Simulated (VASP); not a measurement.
# CsSi3: single point with HSE(alpha, omega)

Crystal: CsSi3.

```
Cs Si
1.0
     4.07885    0.00000    0.00000
    -2.03942    3.53239    0.00000
     0.00000    0.00000    7.55180
Cs Si
1 3
Direct
  0.00000 0.00000 0.50000
  0.00000 0.00000 0.00000
  0.33333 0.66667 0.10904
  0.66667 0.33333 0.89096
```

The cell was built by a generator and needn't be a form met in nature.

```yaml
Program: VASP 6.6.1
Task: single point
Functional: HSE(alpha, omega)
Potentials_or_basis: VASP PAW PBE potentials, release 64 (Cs_sv, Si)
Cutoff: 520 eV
k_mesh: 4 × 4 × 2
Occupations: fermi-dirac, width 0.05 eV
Spin: no spin polarisation
```

```
Pressure               : -1.4 GPa
Largest force          : 0.436 eV/Å
Band gap on the k mesh : none (metal or under the smearing width)
```

Forces on the atoms (eV/Å):
```
Cs   0.000  0.000  0.000
Si   0.000  0.000  0.000
Si   0.000  0.000  0.436
Si   0.000  0.000 -0.436
```

Stress tensor (GPa, compression positive):
```
-2.79  0.00  0.00
 0.00 -2.79  0.00
 0.00  0.00  1.31
```

Levels at points of the mesh, in eV from the Fermi level:
| k point | band 9 | band 10 | band 11 | band 12 | band 13 | band 14 |
| --- | --- | --- | --- | --- | --- | --- |
| (0.00, 0.00, 0.00) | -3.32 | -2.20 | -2.20 | -0.60 | 0.98 | 1.74 |
| (0.50, 0.00, 0.00) | -4.70 | -2.70 | -0.73 | 0.68 | 1.26 | 3.31 |
| (0.50, 0.50, 0.00) | -4.70 | -2.70 | -0.73 | 0.68 | 1.26 | 3.31 |
| (0.00, 0.00, 0.50) | -2.57 | -2.18 | -2.18 | -0.26 | 0.03 | 0.83 |
| (0.50, 0.00, 0.50) | -5.27 | -2.32 | -1.69 | 1.40 | 1.64 | 3.14 |
| (0.50, 0.50, 0.50) | -5.27 | -2.32 | -1.69 | 1.40 | 1.64 | 3.14 |

Run time: 9.3 min on 1 thread of AMD EPYC 7R13 Processor (Zen 3), with other jobs on the host, peak memory 0.29 GiB.

Caveat: the k mesh is coarse (spacing up to 0.44 Å⁻¹), so the values aren't converged, least of all with exact exchange; the PAW data sets were made with another functional, which shifts forces and pressure a little. The run has no spin-orbit coupling, so splittings on Cs are missing.
